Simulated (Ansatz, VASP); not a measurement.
# Cross-check of CuF2 (CuF2 monolayer) between VASP and Ansatz

One calculation is typed for both programs; each brings its own data sets. How far apart do they land? The cell is taken from a series of runs on this material, whose earlier steps may have relaxed, scaled, displaced or heated it; both programs get it as it stands.

Calculated with Ansatz 0.2.0; plane waves, with VASP 6.6.1 beside it; single point at LDA, DFT+U.

### Step 1. The structure

The cell holds 9 atoms: 3 Cu and 6 F. Cell: a = 5.279 Å, b = 11.198 Å, c = 15.000 Å, α = 90.0°, β = 90.0°, γ = 45.0°. It derives from CuF2. One layer cut from the bulk crystal, unrelaxed. Vacuum lies along c.

### Step 2. Ansatz: single point, LDA, DFT+U

Ansatz runs on its default PAW (the set named soft_2) files.

A single point gives forces, pressure and levels at one fixed geometry, so differences don't come from the geometry; what else differs is listed under the comparison.

Input file input.yaml:

```yaml
crystal:
  lattice:
    - [3.732798, 3.732798, 0.0]
    - [0.0, 11.198394, 0.0]
    - [0.0, 0.0, 15.0]
  atoms:
    - { symbol: Cu, position: [0.0, 0.0, 0.5], spin: 1.0 }
    - { symbol: Cu, position: [0.0, 0.333333333, 0.5], spin: 1.0 }
    - { symbol: Cu, position: [0.0, 0.666666667, 0.5], spin: -1.0 }
    - { symbol: F, position: [0.5, 0.833333333, 0.5] }
    - { symbol: F, position: [0.5, 0.166666667, 0.5] }
    - { symbol: F, position: [0.5, 0.5, 0.5] }
    - { symbol: F, position: [0.0, 0.166666667, 0.5] }
    - { symbol: F, position: [0.0, 0.5, 0.5] }
    - { symbol: F, position: [0.0, 0.833333333, 0.5] }
magnetization:
  spin_polarized: true
kpoints:
  mp_grid: { grid: [9, 6, 1] }
hamiltonian:
  xc: lda
  hubbard:
    sites:
      - { species: Cu, l: d, u_eff: 10.5 }
      - { site: 0, l: d, u_eff: 10.5, starting_ns: [{ spin: up, occupation_matrix: cu1_major }, { spin: down, occupation_matrix: cu1_minor }] }
      - { site: 1, l: d, u_eff: 10.5, starting_ns: [{ spin: up, occupation_matrix: cu1_major }, { spin: down, occupation_matrix: cu1_minor }] }
      - { site: 2, l: d, u_eff: 10.5, starting_ns: [{ spin: up, occupation_matrix: cu1_minor }, { spin: down, occupation_matrix: cu1_major }] }
    projectors: ortho-atomic
    occupation_matrices:
      cu1_major:
        matrix:
          - [0.989, 0.0, 0.0, 0.0, 0.0]
          - [0.0, 0.996, 0.0, 0.0, 0.0]
          - [0.0, 0.0, 0.996, 0.0, 0.0]
          - [0.0, 0.0, 0.0, 0.992, 0.0]
          - [0.0, 0.0, 0.0, 0.0, 0.995]
      cu1_minor:
        matrix:
          - [0.988, 0.0, 0.0, 0.0, 0.0]
          - [0.0, 0.997, 0.0, 0.0, 0.0]
          - [0.0, 0.0, 0.997, 0.0, 0.0]
          - [0.0, 0.0, 0.0, 0.186, 0.0]
          - [0.0, 0.0, 0.0, 0.0, 0.996]
scf:
  occupations: { method: fermi_dirac, width: 0.05 }
output:
  eigenvalues: true
```

On the command line:

```sh
ansatz run input.yaml --threads 4 --pin off --max-ram 8192MiB --backend cpu --events-out ev --progress --plain --runs-dir out
```

Numbers of over 12 decimals in the logs are rounded to 6 here.

Output:

```text
Engine: ansatz 0.2.0, aarch64-unknown-linux-gnu
Pseudopotentials: kind: paw
Pseudopotential: Cu, paw, valence charge 19, recommended cutoff 420 eV (normal), Cu.paw.azcp
Pseudopotential: F, paw, valence charge 7, recommended cutoff 420 eV (normal), F.paw.azcp
Functional definition: SPW92
  exchange = slater_x
  correlation = pw_c
Crystal: 9 atoms, lattice volume = 627.020 Å³
Basis set: ecut = 420 eV, 12229 PW (Γ)
Bands: 62, of which v1, the nominal top of the filled ones, is band 50 counted from 1 (49 counted from 0)
Symmetry: 8 space group operations
Space group: Cmmm (ITA 65), of the structure as read, at distance tolerance 8.6e-5 Å
Magnetic group: BNS 65.481 (UNI 579), of the structure as read, at distance tolerance 8.6e-5 Å
k-points: 20 of 54
Non-local potential: Cu, projectors of the file, l = 0: 3, l = 1: 2, l = 2: 3, l = 3: 1
Non-local potential: F, projectors of the file, l = 0: 2, l = 1: 2, l = 2: 1
PAW form: soft (Blöchl's): semilocal exchange-correlation on the pseudo side does not see the compensation charge
PAW frozen core: Cu, regenerated for the run's functional, and the local potential with it (the file was generated under x = pbe(κ = 0.804, μ = 0.219515), c = pbe(β = 0.066725))
PAW frozen core: F, regenerated for the run's functional, and the local potential with it (the file was generated under x = pbe(κ = 0.804, μ = 0.219515), c = pbe(β = 0.066725))
PAW one-centre angular grid: Cu, 590 points (default); XC on 64 Gauss nodes
PAW one-centre angular grid: F, 110 points (default); XC on 64 Gauss nodes
Initial density: superposition of atomic densities (neutral atoms: chi_scale 0, normalization atom)
Starting moments: Σ|m| = 3 μB on 3 of 9 sites
Initial wavefunctions: pseudopotential atomic-orbital guess
Functional: x = slater, c = lda
SCF iter   1: F=—  HF=-24430.690457 eV  |F-HF|=—  |Δ(HF+E_count)|=         —  Δρ=4.46e-2 (↑4.20e-2 ↓4.46e-2)  dr2=3.57e1  dr2_m=8.00e-1  M=1.000 μB ∫|m|=3.098 μB  β_m=1.00  ethr=3.10e-3  ⟨swp⟩=6.5  Hψ=9850  notcnv=0  defer=5
preconditioner: auto → Resta (q_TF=auto, 2.006 Å⁻¹)  ε∞=1.7  [insulator: Δε(μ)=4.501 eV  Ē_g=15.159 eV  σ=0.050 eV  W_gap=1.00  n_scr=84 (ndim 8)  ℏωp=12.8 eV  f_vac=0.769  D(μ)=0.00/eV (n_scr^D=0)  ε∞_Penn≈1.7  vacuum switching on, ρ_ref=1.7e-2 e/Å³]
spin=Collinear: Resta preconditioning applied to the charge; magnetization (m = ρ↑ − ρ↓) channel mixes plain (no charge-response kernel on spin).
SCF iter   2: F=—  HF=-24420.831819 eV  |F-HF|=—  |Δ(HF+E_count)|=    9.86e0  Δρ=1.27e-2 (↑1.27e-2 ↓1.22e-2)  dr2=3.24e0  dr2_m=1.97e-2  M=1.000 μB ∫|m|=2.989 μB  β_m=0.30  ethr=3.10e-3  ⟨swp⟩=3.2  Hψ=5501  notcnv=0  defer=229
SCF iter   3: F=—  HF=-24419.726577 eV  |F-HF|=—  |Δ(HF+E_count)|=    1.11e0  Δρ=8.36e-3 (↑8.35e-3 ↓8.36e-3)  dr2=8.19e-1  dr2_m=2.75e-2  M=1.000 μB ∫|m|=2.934 μB  β_m=0.30  ethr=3.10e-3  ⟨swp⟩=2.1  Hψ=3864  notcnv=0  defer=223
SCF iter   4: F=—  HF=-24419.285200 eV  |F-HF|=—  |Δ(HF+E_count)|=   4.41e-1  Δρ=2.78e-3 (↑2.40e-3 ↓2.78e-3)  dr2=1.54e-2  dr2_m=2.71e-2  M=1.000 μB ∫|m|=2.894 μB  β_m=0.30  ethr=8.27e-4  ⟨swp⟩=3.0  Hψ=4632  notcnv=0  defer=222
SCF iter   5: F=—  HF=-24419.342116 eV  |F-HF|=—  |Δ(HF+E_count)|=   5.69e-2  Δρ=2.10e-3 (↑1.79e-3 ↓2.10e-3)  dr2=8.36e-3  dr2_m=1.77e-2  M=1.000 μB ∫|m|=2.882 μB  β_m=0.30  ethr=1.56e-5  ⟨swp⟩=2.0  Hψ=4101  notcnv=0  defer=222
SCF iter   6: F=—  HF=-24419.372426 eV  |F-HF|=—  |Δ(HF+E_count)|=   3.03e-2  Δρ=1.30e-3 (↑1.30e-3 ↓1.24e-3)  dr2=2.02e-3  dr2_m=8.66e-3  M=1.000 μB ∫|m|=2.884 μB  β_m=0.30  ethr=8.44e-6  ⟨swp⟩=2.0  Hψ=3683  notcnv=0  defer=222
SCF iter   7: F=—  HF=-24419.386169 eV  |F-HF|=—  |Δ(HF+E_count)|=   1.37e-2  Δρ=1.02e-3 (↑9.89e-4 ↓1.02e-3)  dr2=2.76e-4  dr2_m=5.69e-3  M=1.000 μB ∫|m|=2.878 μB  β_m=0.30  ethr=2.04e-6  ⟨swp⟩=2.1  Hψ=4107  notcnv=0  defer=222
SCF iter   8: F=—  HF=-24419.393443 eV  |F-HF|=—  |Δ(HF+E_count)|=   7.27e-3  Δρ=7.56e-4 (↑7.56e-4 ↓7.47e-4)  dr2=4.70e-5  dr2_m=3.23e-3  M=1.000 μB ∫|m|=2.876 μB  β_m=0.30  ethr=2.79e-7  ⟨swp⟩=2.1  Hψ=4304  notcnv=0  defer=222
Mixer restart at iter 8: flushing history
spin-set hold released at iteration 8 (site moments contracting): the magnetisation degrees of freedom join the quasi-Newton model from the next iteration; the mixer history was flushed
SCF iter   9: F=—  HF=-24419.397407 eV  |F-HF|=—  |Δ(HF+E_count)|=   3.96e-3  Δρ=5.83e-4 (↑5.83e-4 ↓5.77e-4)  dr2=5.37e-5  dr2_m=1.92e-3  M=1.000 μB ∫|m|=2.874 μB  β_m=0.65  ethr=4.75e-8  ⟨swp⟩=2.0  Hψ=4207  notcnv=0  defer=222
SCF iter  10: F=—  HF=-24419.401590 eV  |F-HF|=—  |Δ(HF+E_count)|=   4.18e-3  Δρ=7.76e-5 (↑7.76e-5 ↓6.90e-5)  dr2=1.35e-5  dr2_m=2.20e-5  M=1.000 μB ∫|m|=2.870 μB  β_m=0.82  ethr=4.75e-8  ⟨swp⟩=3.0  Hψ=5098  notcnv=0  defer=222
SCF iter  11: F=—  HF=-24419.401682 eV  |F-HF|=—  |Δ(HF+E_count)|=   9.27e-5  Δρ=1.20e-4 (↑1.20e-4 ↓1.14e-4)  dr2=1.83e-4  dr2_m=1.05e-5  M=1.000 μB ∫|m|=2.868 μB  β_m=0.63  ethr=1.36e-8  ⟨swp⟩=2.2  Hψ=4270  notcnv=0  defer=222  recentre
SCF iter  12: F=—  HF=-24419.401631 eV  |F-HF|=—  |Δ(HF+E_count)|=   5.13e-5  Δρ=6.89e-6 (↑4.16e-6 ↓6.89e-6)  dr2=1.64e-7  dr2_m=7.93e-8  M=1.000 μB ∫|m|=2.868 μB  β_m=0.72  ethr=1.36e-8  ⟨swp⟩=3.0  Hψ=4559  notcnv=0  defer=222
SCF iter  13: F=—  HF=-24419.401631 eV  |F-HF|=—  |Δ(HF+E_count)|=   3.98e-7  Δρ=4.11e-6 (↑4.11e-6 ↓3.61e-6)  dr2=1.74e-7  dr2_m=2.01e-8  M=1.000 μB ∫|m|=2.868 μB  β_m=0.65  ethr=1.01e-10  ⟨swp⟩=11.6  Hψ=10143  notcnv=0
iter 14 did not close the SCF: its close was put off for the exchange–correlation potential of the local minority spin (scf_convergence_deferred on its scf_iter line)
SCF iter  14: F=-24419.401631 eV  HF=-24419.401631 eV  |F-HF|=1.15e-8  |Δ(HF+E_count)|=   4.18e-8  Δρ=1.67e-6 (↑1.67e-6 ↓1.25e-6)  dr2=1.65e-8  dr2_m=4.96e-9  M=1.000 μB ∫|m|=2.868 μB  β_m=0.70  ethr=1.01e-10  ⟨swp⟩=1.0  Hψ=6852  notcnv=0
iter 15 met the thresholds in force, and the SCF goes on: an eigenvalue changes by 7.14 meV, over its tolerance of 1.00 meV (output.eigenvalues, Limitations)
SCF iter  15: F=-24419.401631 eV  HF=-24419.401631 eV  |F-HF|=1.44e-8  |Δ(HF+E_count)|=   1.14e-8  Δρ=1.17e-6 (↑1.17e-6 ↓8.39e-7)  dr2=1.21e-8  dr2_m=1.30e-9  M=1.000 μB ∫|m|=2.868 μB  β_m=0.56  ethr=1.67e-11  ⟨swp⟩=1.0  Hψ=6867  notcnv=0
SCF iter  16: F=-24419.401631 eV  HF=-24419.401631 eV  |F-HF|=4.00e-11  |Δ(HF+E_count)|=   3.51e-9  Δρ=2.28e-7 (↑2.28e-7 ↓1.83e-7)  dr2=2.29e-10  dr2_m=1.64e-10  M=1.000 μB ∫|m|=2.868 μB  ethr=1.22e-11  ⟨swp⟩=1.0  Hψ=6561  notcnv=0
SCF 1 converged in 16 iterations: F = -24419.401631 eV  dr2 = 2.29e-10
  greatest PAW one-centre occupation: 1.000 electrons in one spin orbital (limit 2), on the Cu atom at site 2 (counted from 0), in its partial waves of l = 0
SCF converged after 16 iterations
an eigenvalue changed by more than its tolerance at an iteration that met the thresholds in force, so the SCF went on 1 time: the last check found none over its tolerance
Magnetization: 1.0000 μB (50.0000 up, 49.0000 down)
Absolute magnetization: 2.8149 μB (∫|ρ↑−ρ↓|, with the PAW one-centre terms)
Spin contamination: 0.9409 ħ² per cell (⟨S²⟩ above its minimum at these occupations)
Per-site moments (μB) at R_I (Å): [(0.804153, 0.769890), (0.804153, 0.769890), (-0.779049, 0.769890), (0.00103434, 0.769890), (0.062722, 0.769890), (0.00103434, 0.769890), (0.062722, 0.769890), (0.00103434, 0.769890), (0.00103434, 0.769890)]
Free energy (F): -24419.401631 eV
Harris-Foulkes:  -24419.401631 eV  (|F-HF|=4.00e-11)
Internal energy: -24419.401631 eV  (E = F + TS)
E sigma→0 (E₀):  -24419.401631 eV
Fermi energy:    -4.510009 eV
--- Per-component energies (eV) ---
  E_band       = -2988.029683
  E_kinetic    = 2107.716602
  E_local      = -62618.580300  (includes V_loc(G=0)·N_el)
  E_nonlocal   = 1622.337045
  E_hartree    = 29345.221511
  E_xc         = -723.614899
  E_vxc        = -937.222893  (∫ρ·V_xc dr)
  E_hubbard    = 3.466085  (on-site DFT+U / exact-exchange correction)
  E_vhub       = -137.284477  (the Hubbard potential's part of the band-sum identity)
  E_paw        = -5883.164817  (= ΣΔE_a)
  E_vpaw       = -1715.451475  (= ΣTr[D̂ρ^β])
  E_aug_tail   = 0.012229  (compensation charges beyond the density's cutoff)
  E_ewald      = 11725.176422
  E_core_change = 2.028491  (= ΣΔE_core)
  E_smearing   = -0.000000  (= −TS)
  E_closure    = -0.000000  (closes the sum)
  Σ components = -24419.401631   (vs F -24419.401631, Δ=0.00e0)
--- Specified on-site occupations, and those of the state reported ---
  electrons in the specified blocks: 27.3960 specified, 27.4698 found
  site 2 (l=d) ↑: largest change of an orbital's occupation 0.0389; electrons 4.1640 specified, 4.2038 found; spectral distance 0.0389
  site 1 (l=d) ↓: largest change of an orbital's occupation 0.0178; electrons 4.1640 specified, 4.1824 found; spectral distance 0.0178
  site 0 (l=d) ↓: largest change of an orbital's occupation 0.0178; electrons 4.1640 specified, 4.1824 found; spectral distance 0.0178
  site 2 (l=d) ↓: largest change of an orbital's occupation 0.0029; electrons 4.9680 specified, 4.9663 found; spectral distance 0.0031
  site 0 (l=d) ↑: largest change of an orbital's occupation 0.0014; electrons 4.9680 specified, 4.9675 found; spectral distance 0.0016
  site 1 (l=d) ↑: largest change of an orbital's occupation 0.0014; electrons 4.9680 specified, 4.9675 found; spectral distance 0.0016
--- Band table (eV; the first three rows and the last of 40) ---
  k-point 0 ↑: bands = [... 46 lower, -6.8040, -6.6054, -6.3527, -6.0837, -2.3006, -0.8721, 1.2786, 2.0198, ... 8 higher]
  k-point 1 ↑: bands = [... 46 lower, -6.7893, -6.7143, -6.2611, -6.1129, -2.2807, -0.7570, 1.3248, 1.3426, ... 8 higher]
  k-point 2 ↑: bands = [... 46 lower, -6.8470, -6.6603, -6.2700, -6.0910, -2.2411, -0.4332, 0.6548, 1.4608, ... 8 higher]
  k-point 19 ↓: bands = [... 46 lower, -6.5919, -6.5802, -6.5371, -2.6075, -2.5781, 0.6831, 1.9124, 1.9324, ... 8 higher]
Occupation matrices written to <dir>
```

Reading the cycles: dr2 is the Hartree energy of the density residual (eV), the measure of convergence; HF is the Harris–Foulkes estimate of the energy, which meets the free energy F at convergence.

(Part 1 of 2 ends here.)

[Lines on the potential files, build, host, timing and source positions are cut from VASP's logs without a mark.]

[Logs are printed without paths, hosts, clocks, repeated set-up lines and the standing remarks that a program may print on its own settings, such as how far it seeks lower states.]

[Hosts, paths, dates, database ids (printed as entryN), source tags and the programs' standing remarks are cut or masked in the printed files.]
